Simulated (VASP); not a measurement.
Output of a VASP run:

File OSZICAR:
```
       N       E                     dE             d eps       ncg     rms          rms(c)
DAV:   1     0.882527399577E+02    0.88253E+02   -0.97546E+03  1360   0.137E+03
DAV:   2    -0.464376262424E+02   -0.13469E+03   -0.12934E+03  1468   0.365E+02
DAV:   3    -0.491381664206E+02   -0.27005E+01   -0.25509E+01  1600   0.524E+01
DAV:   4    -0.491665954147E+02   -0.28429E-01   -0.28412E-01  1528   0.539E+00
DAV:   5    -0.491672704103E+02   -0.67500E-03   -0.67497E-03  1704   0.756E-01    0.172E+01
DAV:   6    -0.442725377665E+02    0.48947E+01   -0.84553E+00  1408   0.388E+01    0.417E+00
DAV:   7    -0.442396831696E+02    0.32855E-01   -0.10236E+00  1396   0.129E+01    0.215E+00
DAV:   8    -0.442825242702E+02   -0.42841E-01   -0.34597E-01  1440   0.731E+00    0.987E-01
DAV:   9    -0.442906622014E+02   -0.81379E-02   -0.39113E-01  1464   0.686E+00    0.536E-01
DAV:  10    -0.442592879080E+02    0.31374E-01   -0.13167E-01  1456   0.364E+00    0.246E-01
DAV:  11    -0.442578858188E+02    0.14021E-02   -0.56909E-03  1496   0.883E-01    0.132E-01
DAV:  12    -0.442619482009E+02   -0.40624E-02   -0.20041E-02  1464   0.135E+00    0.602E-02
DAV:  13    -0.442599982232E+02    0.19500E-02   -0.16972E-02  1348   0.159E+00    0.386E-02
DAV:  14    -0.442581038710E+02    0.18944E-02   -0.33061E-03  1400   0.746E-01    0.158E-02
DAV:  15    -0.442577505949E+02    0.35328E-03   -0.31681E-03  1536   0.498E-01    0.154E-02
DAV:  16    -0.442577732011E+02   -0.22606E-04   -0.23826E-05  1444   0.455E-02    0.159E-02
DAV:  17    -0.442577117668E+02    0.61434E-04   -0.67052E-05  1356   0.921E-02    0.146E-02
DAV:  18    -0.442576632003E+02    0.48567E-04   -0.64214E-05  1420   0.116E-01    0.143E-02
DAV:  19    -0.442576147319E+02    0.48468E-04   -0.14080E-04  1504   0.131E-01    0.157E-02
DAV:  20    -0.442576202933E+02   -0.55614E-05   -0.22661E-05  1528   0.514E-02    0.128E-02
DAV:  21    -0.442576295327E+02   -0.92394E-05   -0.14061E-06   928   0.162E-02    0.735E-03
DAV:  22    -0.442576327528E+02   -0.32201E-05   -0.59794E-06  1496   0.213E-02    0.264E-03
DAV:  23    -0.442576355247E+02   -0.27718E-05   -0.13038E-06   992   0.127E-02    0.140E-03
DAV:  24    -0.442576344141E+02    0.11105E-05   -0.61003E-07   688   0.105E-02    0.802E-04
DAV:  25    -0.442576349714E+02   -0.55727E-06   -0.34674E-07   776   0.579E-03
   1 F= -.44257635E+02 E0= -.44257322E+02  d E =-.442576E+02
```

OUTCAR:
```
------------------------ aborting loop because EDIFF is reached ----------------------------------------
  FORCE on cell =-STRESS in cart. coord.  units (eV):
  Direction    XX          YY          ZZ          XY          YZ          ZX
  --------------------------------------------------------------------------------------
  Total        0.0174145      0.0174145      0.0174145     -0.0000000      0.0000000      0.0000000
  in kB        1.0686663      1.0686663      1.0686663     -0.0000000      0.0000000      0.0000000
  external PRESSURE =       1.0686663 kB  Pullay stress =       0.0000000 kB
  volume of cell :       26.11
      direct lattice vectors                 reciprocal lattice vectors
     2.966603309  0.000000000  0.000000000     0.337085851  0.000000000  0.000000000
     0.000000000  2.966603309  0.000000000     0.000000000  0.337085851  0.000000000
     0.000000000  0.000000000  2.966603309     0.000000000  0.000000000  0.337085851
 POSITION                                       TOTAL-FORCE (eV/Angst)
 -----------------------------------------------------------------------------------
      1.48330      1.48330      1.48330         0.000000      0.000000      0.000000
      0.00000      0.00000      0.00000         0.000000      0.000000      0.000000
 -----------------------------------------------------------------------------------
    total drift:                                0.000000      0.000000      0.000000
  FREE ENERGIE OF THE ION-ELECTRON SYSTEM (eV)
  ---------------------------------------------------
  free  energy   TOTEN  =       -44.2576349714 eV

  energy  without entropy=      -44.2566959915  energy(sigma->0) =      -44.25732198

 reached required accuracy - stopping structural energy minimisation
```
(Selected blocks of OUTCAR.)

POSCAR:
```
RuAl
1
    2.9666033086    -0.0000000000     0.0000000000
   -0.0000000000     2.9666033086     0.0000000000
   -0.0000000000    -0.0000000000     2.9666033086
Al Ru
1 1
Direct
  0.5000000000   0.5000000000   0.5000000000
  0.0000000000   0.0000000000   0.0000000000
```

Q: Reconstruct the remaining input files.

A: Several could match; the one computed here: the input of the run itself, SCAN meta-GGA, plane waves, VASP's PBE PAW potentials (set 64).

INCAR:
```
# general
SYSTEM  = RuAl
PREC    = Accurate
ENCUT   = 520
LREAL   = F
LASPH   = T

# electronic loop
EDIFF   = 1E-6
NELM    = 100
ALGO    = Normal
LMAXMIX = 4
LMIXTAU = T

# smearing
ISMEAR  = 1
SIGMA   = 0.1

# functional
METAGGA = SCAN

# ions
IBRION  = 2
NSW     = 60
ISIF    = 3
EDIFFG  = -0.01

# output
LWAVE   = F
LCHARG  = F
```

**KPOINTS**
```
Automatic mesh
0
Gamma
11 11 11
0 0 0
```

POTCAR, in this order: Al Ru_pv (PBE.64 set). Program: vasp_std.

The compound is RuAl in the CsCl type structure. It was relaxed first. The start is the result of an earlier pass. The electron count is odd and the run is not spin-polarised, which forces a metal.
